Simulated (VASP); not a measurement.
Calculation: PBE GGA, VASP's PBE PAW potentials (set 64) (plane waves; VASP 6.6.1).

Input for VASP

**INCAR**
```
SYSTEM = CoAl
PREC = Accurate; ENCUT = 400; LREAL = .FALSE.
LASPH = .TRUE.; NELECT = 12.02
EDIFF = 1E-6; NELM = 100; ALGO = Normal
LMAXMIX = 4
ISMEAR = 0; SIGMA = 0.05
GGA = PE
ISIF = 2
LWAVE = .FALSE.; LCHARG = .FALSE.
```

File KPOINTS:
```
K-points
0
Gamma
  11 11 11
```

File POSCAR:
```
CoAl
2.91720
  1.0000000000   0.0000000000   0.0000000000
  0.0000000000   1.0000000000   0.0000000000
  0.0000000000   0.0000000000   1.0000000000
Al Co
1 1
Cart
  0.5000000000   0.5000000000   0.5000000000
  0.0000000000   0.0000000000   0.0000000000
```

POTCAR, in this order: Al Co (PBE.64 set). Program: vasp_std.

The cell is charged, with a uniform compensating background.

Task: Estimate the energy per atom (σ→0), pressure, band gap (on the k-mesh).

Result: 
```
Property                                                    Result
------------------------  ----------------------------------------
energy per atom (σ→0)                       -566.1 kJ/mol of atoms
band gap (on the k-mesh)  none (metal, semimetal or under 0.01 eV)
pressure                                                 -9.17 GPa
```

File OSZICAR:
```
...
DAV:   7    -0.117484472695E+02    0.49114E+01   -0.34775E+01  1238   0.816E+01    0.174E+00
DAV:   8    -0.117481528525E+02    0.29442E-03   -0.24437E-01  1162   0.411E+00    0.116E+00
DAV:   9    -0.117357050701E+02    0.12448E-01   -0.42659E-02  1344   0.293E+00    0.314E-01
DAV:  10    -0.117351446739E+02    0.56040E-03   -0.21870E-03  1442   0.621E-01    0.119E-01
DAV:  11    -0.117351391595E+02    0.55144E-05   -0.12523E-04  1544   0.144E-01    0.407E-02
DAV:  12    -0.117351283454E+02    0.10814E-04   -0.57201E-05  1310   0.109E-01    0.443E-03
DAV:  13    -0.117351282126E+02    0.13280E-06   -0.57772E-07   616   0.705E-03
   1 F= -.11735128E+02 E0= -.11733913E+02  d E =-.243139E-02
```

The compound is CoAl in the CsCl type structure. The cell was not relaxed at this level. The run is one of a series of settings (ISMEAR = 0, NELECT = 12.02, SIGMA = 0.05 against the base run), some of them coarse on purpose. The run is not spin-polarised, so no magnetic state was tried.
